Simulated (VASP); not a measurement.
OSZICAR of a VASP run on Si (diamond):

OSZICAR:
```
       N       E                     dE             d eps       ncg     rms          rms(c)
DAV:   1     0.567448966658E+01    0.56745E+01   -0.33349E+03   560   0.778E+02
DAV:   2    -0.107942630652E+02   -0.16469E+02   -0.16423E+02   840   0.810E+01
DAV:   3    -0.110157861574E+02   -0.22152E+00   -0.22152E+00   768   0.114E+01
DAV:   4    -0.110167499242E+02   -0.96377E-03   -0.96377E-03   872   0.805E-01
DAV:   5    -0.110167509472E+02   -0.10230E-05   -0.10230E-05   776   0.215E-02    0.475E+00
DAV:   6    -0.109006526159E+02    0.11610E+00   -0.75804E-02   696   0.144E+00    0.290E+00
DAV:   7    -0.108469535164E+02    0.53699E-01   -0.14564E-01   712   0.213E+00    0.174E-01
DAV:   8    -0.108480558286E+02   -0.11023E-02   -0.38015E-03   624   0.466E-01    0.738E-02
DAV:   9    -0.108482553817E+02   -0.19955E-03   -0.20222E-04   824   0.111E-01    0.556E-02
DAV:  10    -0.108482813084E+02   -0.25927E-04   -0.31105E-05   648   0.418E-02    0.899E-03
DAV:  11    -0.108482810340E+02    0.27437E-06   -0.51741E-07   920   0.510E-03    0.216E-03
DAV:  12    -0.108482813827E+02   -0.34864E-06   -0.58690E-07   632   0.610E-03    0.882E-04
DAV:  13    -0.108482813942E+02   -0.11596E-07   -0.19017E-09   456   0.398E-04
   1 F= -.10848281E+02 E0= -.10848281E+02  d E =0.000000E+00
```

Which electronic solver shows in the log?

It is blocked Davidson (ALGO = Normal, or the opening steps of other solvers). The INCAR had ALGO = Normal.

Can the final energy be trusted as converged?

The run converged. It stopped with EDIFF = 1E-7, NELM = 100 (PBE GGA, plane waves, VASP's PBE PAW potentials (set 64)).

The compound is Si in the diamond structure. It was relaxed first.
